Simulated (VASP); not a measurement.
Input of a VASP 6.6.1 run:

The input INCAR:

```
SYSTEM = Ti2Ge5Ru
PREC     = Normal         ! precision mode
ENCUT    = 520            ! plane-wave cutoff, eV
EDIFF    = 1E-4           ! SCF threshold, eV
ISMEAR   = 0              ! smearing method
SIGMA    = 0.15           ! smearing width, eV
LREAL    = .FALSE.        ! projectors in reciprocal space
LASPH    = .TRUE.         ! aspherical terms in the spheres
NELM     = 60             ! most SCF steps
ALGO     = Fast           ! electronic algorithm
ISIF     = 3              ! what is computed and relaxed
LWAVE    = .FALSE.        ! write WAVECAR
LCHARG   = .FALSE.        ! write CHGCAR
GGA      = PE             ! functional
IBRION   = 2              ! ionic algorithm
NSW      = 24             ! ionic steps
EDIFFG   = -0.08          ! ionic threshold
```

Contents of KPOINTS:

```
regular mesh
0
G
  5 5 2
  0 0 0
```

File POSCAR:

```
Ti2Ge5Ru
1.0
    4.3212253000      0.0000000000      0.0000000000
   -2.1606126500      3.7422908900      0.0000000000
    0.0000000000      0.0000000000      8.7350981200
Ti Ge Ru
2 5 1
Direct
    0.3333333300      0.6666666700      0.0000000000
    0.6666666700      0.3333333300      0.0000000000
    0.3333333300      0.6666666700      0.7286833400
    0.6666666700      0.3333333300      0.7286833400
    0.6666666700      0.3333333300      0.2713166600
    0.3333333300      0.6666666700      0.2713166600
    0.0000000000      0.0000000000      0.0000000000
    0.0000000000      0.0000000000      0.5000000000
```

Potentials or basis: VASP PAW PBE potentials, release 64 (Ti_sv, Ge_d, Ru_pv).

Run with:

```bash
$ cat potpaw_PBE.64/Ti_sv/POTCAR potpaw_PBE.64/Ge_d/POTCAR potpaw_PBE.64/Ru_pv/POTCAR > POTCAR
$ mpirun -np 1 vasp_std > vasp.out
```

Problem. Estimate the relaxed volume.

Solution. 17.94 Å³/atom.

Problem. Predict the space group after relaxing (to 0.05 Å).

Solution. P6/mmm (No. 191).

The path:
```tsv
step	energy change (eV)	largest force (eV/Å)	pressure (GPa)	volume (Å³)
1	0.0000	3.3160	13.41	141.26
2	-1.3847	0.8663	-7.65	173.66
3	-1.5620	1.2653	-3.92	164.25
4	-2.1596	1.2362	-3.62	158.32
5	-3.3903	0.6795	2.03	141.09
6	-3.2974	0.2269	7.09	134.18
7	-3.4095	0.4349	4.58	138.56
8	-3.3104	0.6570	-1.11	148.33
9	-3.5319	0.0317	1.08	142.15
10	-3.5339	0.0789	0.75	142.82
11	-3.5343	0.0258	1.96	142.63
12	-3.5358	0.0680	0.27	142.73
13	-3.5588	0.0448	0.38	143.55
```

Caveat: the relaxation stopped at a loose force limit of 0.08 eV/Å, so its end isn't a converged minimum.
